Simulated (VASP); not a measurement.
An input for Quantum ESPRESSO's pw.x (written as the equivalent of a VASP run, and not itself run):

```
&CONTROL
  calculation = 'vc-relax'
  pseudo_dir = './pseudo'
  outdir = './out'
  tprnfor = .true.
  tstress = .true.
  nstep = 60
  forc_conv_thr = 0.00078
/
&SYSTEM
  ibrav = 0
  nat = 4
  ntyp = 2
  ecutwfc = 88
  occupations = 'smearing'
  smearing = 'methfessel-paxton'
  degauss = 0.00735
  input_dft = 'pbesol'
/
&ELECTRONS
  conv_thr = 7.3e-08
  electron_maxstep = 100
/
&IONS
/
&CELL
/
ATOMIC_SPECIES
  Rh 102.906 Rh.upf
  Ag 107.868 Ag.upf
CELL_PARAMETERS angstrom
    -0.0000000    1.9121957    1.9121957
     1.9121957   -0.0000000    1.9121957
     7.7080363    7.7080363   -0.0592535
ATOMIC_POSITIONS crystal
  Rh   0.9843254  0.9843254  0.0117559
  Rh   0.0000000  0.0000000  0.2500000
  Rh   0.0156746  0.0156746  0.4882441
  Ag   0.0000000  0.0000000  0.7500000
K_POINTS automatic
  12 12 3 0 0 0
```

**Question.** Translate this input to VASP (INCAR, KPOINTS, POSCAR, choice of POTCAR).

**Answer.** One answer among several that fit: 
### INCAR
```
SYSTEM=AgRh3
PREC=Accurate; ENCUT=400; LREAL=.FALSE.
LASPH=.TRUE.
EDIFF=1E-6; NELM=100; ALGO=Normal
LMAXMIX=4
ISMEAR=1; SIGMA=0.1
GGA=PS
IBRION=2; NSW=60; ISIF=3
EDIFFG=-0.02
LWAVE=.FALSE.; LCHARG=.FALSE.
```

File POSCAR:
```
AgRh3
1.0
  0.0000000000   1.9121957034   1.9121957034
  1.9121957034   0.0000000000   1.9121957034
  7.7080362985   7.7080362985  -0.0592534850
Rh Ag
3 1
Direct
  0.9843254248   0.9843254248   0.0117559314
  0.0000000000   0.0000000000   0.2500000000
  0.0156745752   0.0156745752   0.4882440686
  0.0000000000   0.0000000000   0.7500000000
```

### KPOINTS
```
Automatic mesh
0
Gamma
12 12 3
0 0 0
```

POTCAR, in this order: Rh_pv Ag (PBE.64 set). Program: vasp_std.

What does not carry over: the potentials are each code's own (VASP's PAW set, PseudoDojo norm-conserving files in pw.x), so ENCUT and ecutwfc are chosen apart and not converted; conv_thr bounds pw.x's estimated SCF error, while EDIFF bounds the energy change between steps; forc_conv_thr acts on force components and is met together with etot_conv_thr.

The structure was generated: AgRh3 was put into an ordered model structure (R-3m), which need not be its known phase. This run relaxes it. Symmetry was kept, so distortions that lower it aren't found. The start is the result of an earlier pass.
